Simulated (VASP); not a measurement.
An input for Quantum ESPRESSO's pw.x (written as the equivalent of a VASP run, and not itself run):

```
&CONTROL
  calculation = 'vc-relax'
  pseudo_dir = './pseudo'
  outdir = './out'
  tprnfor = .true.
  tstress = .true.
  nstep = 60
  forc_conv_thr = 0.00039
/
&SYSTEM
  ibrav = 0
  nat = 2
  ntyp = 2
  ecutwfc = 92
  occupations = 'smearing'
  smearing = 'methfessel-paxton'
  degauss = 0.00735
  input_dft = 'vdw-df2'
/
&ELECTRONS
  conv_thr = 7.3e-08
  electron_maxstep = 100
/
&IONS
/
&CELL
/
ATOMIC_SPECIES
  Cu 63.546 Cu.upf
  Au 196.967 Au.upf
CELL_PARAMETERS angstrom
     3.0346732   -0.0000000    0.0000000
    -0.0000000    3.0346732   -0.0000000
    -0.0000000    0.0000000    3.6626076
ATOMIC_POSITIONS crystal
  Cu   0.0000000  0.0000000  1.0000000
  Au   0.5000000  0.5000000  0.5000000
K_POINTS automatic
  11 11 9 0 0 0
```

Translate this input to VASP (INCAR, KPOINTS, POSCAR, choice of POTCAR).

Several could match; the one computed here: 
**KPOINTS**
```
Automatic mesh
0
Gamma
11 11 9
0 0 0
```

**INCAR**
```
SYSTEM = CuAu
PREC = Accurate
ENCUT = 520
EDIFF = 1E-6
NELM = 100
ALGO = Normal
LREAL = .FALSE.
LASPH = .TRUE.
ISMEAR = 1
SIGMA = 0.1
GGA = ML
ZAB_VDW = -1.8867
LUSE_VDW = .TRUE.
AGGAC = 0.0
LMAXMIX = 6
LWAVE = .FALSE.
LCHARG = .FALSE.
IBRION = 2
ISIF = 3
NSW = 60
EDIFFG = -0.01
```

### POSCAR
```
CuAu
1
    3.0346731646    -0.0000000000     0.0000000000
   -0.0000000000     3.0346731646    -0.0000000000
   -0.0000000000     0.0000000000     3.6626076038
Cu Au
1 1
Direct
  0.0000000000   0.0000000000   1.0000000000
  0.5000000000   0.5000000000   0.5000000000
```

POTCAR, in this order: Cu Au (PBE.64 set). Program: vasp_std.

Limits of the translation: the potentials are each code's own (VASP's PAW set, PseudoDojo norm-conserving files in pw.x), so ENCUT and ecutwfc are chosen apart and not converted; conv_thr bounds pw.x's estimated SCF error, while EDIFF bounds the energy change between steps; forc_conv_thr acts on force components and is met together with etot_conv_thr.

The compound is CuAu in the L1_0 structure. This run relaxes it. Symmetry was kept, so distortions that lower it aren't found. The start is the result of an earlier pass.
